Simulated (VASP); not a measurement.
Relaxed, unreconstructed slabs of Pt (fcc). Method: r2SCAN meta-GGA, VASP's PBE PAW potentials (set 64) (plane waves; VASP).

Slab and bulk use different k-meshes, so the surface energy is good to a few per cent at best.

Q: Order the faces (111) [4 atoms], (100) [6 atoms] by surface energy, lowest first.

A: (111) [4 atoms] (1.67 J/m²), (100) [6 atoms] (2.04 J/m²)

Q: And what are their work functions?

A: (111) [4 atoms] 5.84 eV, (100) [6 atoms] 5.72 eV.

Runs of the series that failed, ran out of time, didn't relax or are held back are left out, and each face is given by its thickest slab.

The cell is a thin slab with vacuum, built from Pt (fcc).
